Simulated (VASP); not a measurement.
Given:

```
CELL_PARAMETERS angstrom
      0.00000     1.98525     1.98525
      1.98525     0.00000     1.98525
      1.98525     1.98525     0.00000
ATOMIC_POSITIONS crystal
  Mg 0.00000 0.00000 0.00000
  O  0.50000 0.50000 0.50000
```

Computed with LDA (Ceperley-Alder, Perdew-Zunger), VASP's LDA PAW potentials (set 64) (plane waves; VASP). Run with 620 eV cut-off, 11×11×11 Γ-centred mesh, Gaussian smearing of 0.050 eV, potentials Mg O.

Question: What does the run give for the energy per atom (σ→0), pressure, band gap (on the k-mesh) with the smallest direct gap where there is one?

Answer: 
```
Item                                              Value
-----------------------------------  ------------------
band gap (on the k-mesh)                        6.59 eV
smallest direct gap (on the k-mesh)             6.59 eV
energy per atom (σ→0)                -639.9 kJ/mol-atom
pressure                                      29.99 GPa
```

The absolute energy has meaning only against runs of the same code, potentials and settings.

The compound is MgO in the rock salt structure. It was relaxed first under an external pressure of 30 GPa.
